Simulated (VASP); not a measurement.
An input for Ansatz (written as the equivalent of a VASP run, and not itself run):

Ansatz 0.2 input:
```yaml
crystal:
  lattice:
    - [4.1405447, 0.0000000, 0.0000000]
    - [-2.0702724, 3.5858170, 0.0000000]
    - [0.0000000, 0.0000000, 6.9299212]
  atoms:
    - { symbol: Ga, position: [0.0000000, 0.0000000, 0.0000000] }
    - { symbol: Ga, position: [0.0000000, 0.0000000, 0.5000000] }
    - { symbol: Bi, position: [0.3333330, 0.6666670, 0.2500000] }
    - { symbol: Bi, position: [0.6666670, 0.3333330, 0.7500000] }
kpoints:
  mp_grid: { grid: [9, 9, 5] }
hamiltonian:
  xc: pbesol
  pseudopotentials: { kind: paw }
scf:
  occupations: { method: methfessel_paxton, width: 0.1 }
  max_iter: 100
relax:
  max_steps: 60
  f_tol: 0.01
  cell: {}
output: { forces: true, stress: true, eigenvalues: true }
```

Question: Translate this input to VASP (INCAR, KPOINTS, POSCAR, choice of POTCAR).

Answer: This is not unique; one that fits is 
**INCAR**
```
SYSTEM = GaBi
PREC = Accurate; ENCUT = 400; LREAL = F
LASPH = T
EDIFF = 1E-6; NELM = 100; ALGO = Normal
LMAXMIX = 4
ISMEAR = 1; SIGMA = 0.1
GGA = PS
IBRION = 2; NSW = 60; ISIF = 3
EDIFFG = -0.01
LWAVE = F; LCHARG = F
```

**POSCAR**
```
GaBi
1
    4.1405447189    -0.0000000000    -0.0000000000
   -2.0702723595     3.5858170344    -0.0000000000
   -0.0000000000     0.0000000000     6.9299212011
Ga Bi
2 2
Direct
  0.0000000000   0.0000000000   0.0000000000
  0.0000000000   0.0000000000   0.5000000000
  0.3333330000   0.6666670000   0.2500000000
  0.6666670000   0.3333330000   0.7500000000
```

KPOINTS:
```
Automatic mesh
0
Gamma
9 9 5
0 0 0
```

POTCAR, in this order: Ga_d Bi_d (PBE.64 set). Program: vasp_std.

The two are equivalent in intent, not identical: each code has its own PAW files, so the cut-off isn't converted (ENCUT is set for VASP's; basis.ecutwfc is left out, and Ansatz then takes the one that its files recommend); Ansatz stops its SCF on the density residual and VASP on the energy change (EDIFF).

The structure was generated: GaBi was put into the NiAs type type (P6_3/mmc), which need not be its known phase. This run relaxes it. Symmetry was kept, so distortions that lower it aren't found. The start is the result of an earlier pass.
